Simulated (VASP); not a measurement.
Calculation: PBE GGA, VASP's PBE PAW potentials (set 64) (plane waves; VASP).

A VASP calculation is set up with these files.

File KPOINTS:
```
Automatic mesh
0
Gamma
8 8 8
0 0 0
```

POSCAR:
```
Sb
1
    4.0364890000    -2.1981000000     0.0000000000
    4.0364890000     2.1981000000     0.0000000000
    2.8394960000     0.0000000000     3.6141590000
Sb
2
Direct
  0.2335000000   0.2335000000   0.2335000000
  0.7665000000   0.7665000000   0.7665000000
```

### INCAR
```
PREC = Accurate
ISMEAR = 1   ! Methfessel-Paxton
SIGMA = 0.1   ! width (eV)
ENCUT = 400
ALGO = Normal
LCHARG = .False.
LASPH = .True.
LREAL = .False.   ! projection in real space or not
NELM = 100   ! most electronic steps
GGA = PE   ! PBE
EDIFF = 1E-6
LWAVE = .False.
LMAXMIX = 4   ! l cut-off of mixed one-centre charges
SYSTEM = Sb
ISIF = 2   ! forces and stress, cell fixed
```

POTCAR, in this order: Sb (PBE.64 set). Program: vasp_std.

The resulting files:

**OSZICAR**
```
       N       E                     dE             d eps       ncg     rms          rms(c)
DAV:   1     0.314549978384E+02    0.31455E+02   -0.31537E+03  1170   0.703E+02
DAV:   2    -0.693165881715E+01   -0.38387E+02   -0.37313E+02  1699   0.112E+02
DAV:   3    -0.826635669242E+01   -0.13347E+01   -0.13314E+01  1408   0.255E+01
DAV:   4    -0.827873717630E+01   -0.12380E-01   -0.12366E-01  1385   0.273E+00
DAV:   5    -0.827885139999E+01   -0.11422E-03   -0.11422E-03  1349   0.280E-01    0.275E+00
DAV:   6    -0.827957664464E+01   -0.72524E-03   -0.19974E-03  1246   0.411E-01    0.165E+00
DAV:   7    -0.827985115188E+01   -0.27451E-03   -0.52990E-03  1189   0.641E-01    0.896E-02
DAV:   8    -0.827998141593E+01   -0.13026E-03   -0.15139E-04  1381   0.969E-02    0.207E-02
DAV:   9    -0.828000831440E+01   -0.26898E-04   -0.33929E-05  1201   0.433E-02    0.439E-03
DAV:  10    -0.828000920634E+01   -0.89194E-06   -0.26638E-06  1375   0.111E-02
   1 F= -.82800092E+01 E0= -.82799179E+01  d E =-.273895E-03
```

**OUTCAR**
```
------------------------ aborting loop because EDIFF is reached ----------------------------------------
  FORCE on cell =-STRESS in cart. coord.  units (eV):
  Direction    XX          YY          ZZ          XY          YZ          ZX
  --------------------------------------------------------------------------------------
  Total       -0.2042459     -0.2266675     -0.2242081      0.0000000      0.0000000      0.0074260
  in kB       -5.1024124     -5.6625412     -5.6011020      0.0000000      0.0000000      0.1855141
  external PRESSURE =      -5.4553519 kB  Pullay stress =       0.0000000 kB
  volume of cell :       64.13
      direct lattice vectors                 reciprocal lattice vectors
     4.036489000 -2.198100000  0.000000000     0.123870027 -0.227469178 -0.097319583
     4.036489000  2.198100000  0.000000000     0.123870027  0.227469178 -0.097319583
     2.839496000  0.000000000  3.614159000     0.000000000  0.000000000  0.276689542
 POSITION                                       TOTAL-FORCE (eV/Angst)
 -----------------------------------------------------------------------------------
      2.54806      0.00000      0.84391        -0.106291      0.000000     -0.035203
      8.36441      0.00000      2.77025         0.106291      0.000000      0.035203
 -----------------------------------------------------------------------------------
    total drift:                               -0.000000      0.000000     -0.000000
  FREE ENERGIE OF THE ION-ELECTRON SYSTEM (eV)
  ---------------------------------------------------
  free  energy   TOTEN  =        -8.2800092063 eV

  energy  without entropy=       -8.2797353110  energy(sigma->0) =       -8.27991791
```
(Selected blocks of OUTCAR.)

The compound is Sb in the a7 structure. The cell was not relaxed at this level.
